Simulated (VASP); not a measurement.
**NbTi3C4 (ordered alloy cell): computed properties**

These are PBEsol GGA, VASP's PBE PAW potentials (set 64) (plane waves; VASP 6.6.1) values and carry that method's errors.

```yaml
space_group: Pm-3m (221)
cell: a = b = c = 4.3390 Å, α = β = γ = 90.00°
volume_per_atom: 10.21 Å^3/atom
band gap (over mesh and band path): none (metal, semimetal or under 0.01 eV)
density: 5.78 g/cm³
```

```xyz
8
Lattice="4.3390 0.0000 0.0000 0.0000 4.3390 0.0000 0.0000 0.0000 4.3390" Properties=species:S:1:pos:R:3 pbc="T T T"
Ti     0.0000     0.0000     0.0000
Ti     2.1695     2.1695     0.0000
Ti     2.1695     0.0000     2.1695
C      2.1695     2.1695     2.1695
C      0.0000     0.0000     2.1695
C      0.0000     2.1695     0.0000
C      2.1695     0.0000     0.0000
Nb     0.0000     2.1695     2.1695
```

The structure was generated: NbTi3C4 was put into an ordered model structure (Pm-3m), which need not be its known phase. It was relaxed first. Symmetry was kept, so distortions that lower it aren't found. The electron count is odd and the run is not spin-polarised, which forces a metal.
